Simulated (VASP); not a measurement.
All values below come from PBEsol GGA, VASP's PBE PAW potentials (set 64) (plane waves; VASP).

VASP ran on this input.

### KPOINTS
```
Automatic
0
Gamma
  6 6 6
0 0 0
```

**POSCAR**
```
CsPbBr3
1
    5.1752093687     0.0000000000    -0.0000000000
   -0.0000000000     5.1752093687     0.0000000000
    0.0000000000     0.0000000000     5.1752093687
Cs Pb Br
1 1 3
Direct
  0.0000000000   0.0000000000   0.0000000000
  0.5000000000   0.5000000000   0.5000000000
  0.5000000000   0.0000000000   0.5000000000
  0.0000000000   0.5000000000   0.5000000000
  0.5000000000   0.5000000000   0.0000000000
```

### INCAR
```
SYSTEM = CsPbBr3
PREC = Accurate
ENCUT = 500
EDIFF = 1E-6
NELM = 100
ALGO = Normal
LREAL = .FALSE.
LASPH = .TRUE.
ISMEAR = 1
SIGMA = 0.1
GGA = PS
LMAXMIX = 4
LWAVE = .FALSE.
LCHARG = .FALSE.
IBRION = 2
ISIF = 3
NSW = 40
EDIFFG = -0.02
PSTRESS = 200
```

POTCAR, in this order: Cs_sv Pb_d Br (PBE.64 set). Program: vasp_std.

Q: What will the output report for the number of irreducible k-points (NKPTS), largest plane-wave count, number of space-group operations, FFT grid (NGX, NGY, NGZ)?

A: 
```yaml
number of irreducible k-points (NKPTS): 20
largest_plane_wave_count: 3575
number_of_space_group_operations: 48
FFT grid (NGX, NGY, NGZ): 40 × 40 × 40
```

The compound is CsPbBr3 in the cubic perovskite structure, the ideal cubic form; the compound distorts at low or room temperature. It was relaxed first under an external pressure of 20 GPa.
